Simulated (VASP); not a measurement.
Output of a VASP run:

OSZICAR:
```
       N       E                     dE             d eps       ncg     rms          rms(c)
DAV:   1     0.692536269355E+02    0.69254E+02   -0.94469E+03   910   0.168E+03
DAV:   2    -0.218263278966E+02   -0.91080E+02   -0.87029E+02   970   0.287E+02
DAV:   3    -0.279309570393E+02   -0.61046E+01   -0.60780E+01  1150   0.759E+01
DAV:   4    -0.280031802406E+02   -0.72223E-01   -0.72195E-01  1005   0.873E+00
DAV:   5    -0.280042023060E+02   -0.10221E-02   -0.10220E-02  1100   0.101E+00    0.726E+00
DAV:   6    -0.247156872260E+02    0.32885E+01   -0.18621E+00  1078   0.480E+01    0.629E+00
DAV:   7    -0.249266713711E+02   -0.21098E+00   -0.70018E-01   910   0.176E+01    0.367E+00
DAV:   8    -0.249649190969E+02   -0.38248E-01   -0.13531E-01   920   0.596E+00    0.155E+00
DAV:   9    -0.249330983949E+02    0.31821E-01   -0.13472E-01   910   0.442E+00    0.322E-01
DAV:  10    -0.249769675410E+02   -0.43869E-01   -0.45985E-02   910   0.268E+00    0.141E-01
DAV:  11    -0.249880425492E+02   -0.11075E-01   -0.27296E-03   950   0.697E-01    0.922E-02
DAV:  12    -0.249893694289E+02   -0.13269E-02   -0.40969E-04   945   0.316E-01    0.372E-02
DAV:  13    -0.249892883447E+02    0.81084E-04   -0.19351E-04   930   0.195E-01    0.291E-02
DAV:  14    -0.249894381499E+02   -0.14981E-03   -0.56066E-05   950   0.102E-01    0.119E-02
DAV:  15    -0.249894426429E+02   -0.44930E-05   -0.82702E-06  1050   0.483E-02    0.609E-03
DAV:  16    -0.249894452634E+02   -0.26206E-05   -0.68338E-06   910   0.473E-02    0.485E-03
DAV:  17    -0.249894459230E+02   -0.65956E-06   -0.15016E-06   928   0.234E-02    0.102E-03
DAV:  18    -0.249894457979E+02    0.12514E-06   -0.27291E-08   605   0.210E-03    0.102E-03
DAV:  19    -0.249894460958E+02   -0.29798E-06   -0.16553E-08   480   0.196E-03    0.536E-04
DAV:  20    -0.249894456510E+02    0.44480E-06   -0.36770E-08   640   0.363E-03    0.997E-05
DAV:  21    -0.249894457372E+02   -0.86189E-07   -0.85217E-09   475   0.113E-03
   1 F= -.24989446E+02 E0= -.24989446E+02  d E =-.244260E-15
```

**OUTCAR**
```
------------------------ aborting loop because EDIFF is reached ----------------------------------------
  FORCE on cell =-STRESS in cart. coord.  units (eV):
  Direction    XX          YY          ZZ          XY          YZ          ZX
  --------------------------------------------------------------------------------------
  Total       -0.5614853     -0.5614853     -0.5614853      0.0000000     -0.0000000      0.0000000
  in kB      -22.5216834    -22.5216834    -22.5216834      0.0000000     -0.0000000      0.0000000
  external PRESSURE =     -22.5216834 kB  Pullay stress =       0.0000000 kB
  volume of cell :       39.94
      direct lattice vectors                 reciprocal lattice vectors
     0.000000000  2.713143197  2.713143197    -0.184288098  0.184288098  0.184288098
     2.713143197  0.000000000  2.713143197     0.184288098 -0.184288098  0.184288098
     2.713143197  2.713143197  0.000000000     0.184288098  0.184288098 -0.184288098
  FREE ENERGIE OF THE ION-ELECTRON SYSTEM (eV)
  ---------------------------------------------------
  free  energy   TOTEN  =       -24.9894457372 eV

  energy  without entropy=      -24.9894457372  energy(sigma->0) =      -24.98944574
```
(Selected blocks of OUTCAR.)

**POSCAR**
```
ZnS
1
    0.0000000000     2.7131431971     2.7131431971
    2.7131431971     0.0000000000     2.7131431971
    2.7131431971     2.7131431971     0.0000000000
Zn S
1 1
Direct
  0.0000000000   0.0000000000   0.0000000000
  0.2500000000   0.2500000000   0.2500000000
```

**Question.** Reconstruct the remaining input files.

**Answer.** Several could match; the one computed here: the input of the run itself, SCAN meta-GGA, plane waves, VASP's PBE PAW potentials (set 64).

INCAR:
```
METAGGA = SCAN
LWAVE = .False.
PREC = Accurate
SIGMA = 0.05   # width (eV)
ENCUT = 520   # plane-wave cut-off (eV)
LREAL = .False.
ALGO = Normal   # blocked Davidson
ISIF = 2
LCHARG = .False.
SYSTEM = ZnS
LASPH = .True.   # aspherical one-centre terms
EDIFF = 1E-7   # SCF stop (eV)
NELM = 100   # most electronic steps
LMAXMIX = 4
LMIXTAU = .True.
ISMEAR = 0
```

KPOINTS:
```
K-points
0
gamma
  9 9 9
```

POTCAR, in this order: Zn S (PBE.64 set). Program: vasp_std.

The compound is ZnS in the zinc blende structure. This cell is one point of a volume scan, at 1.03 of the reference volume.
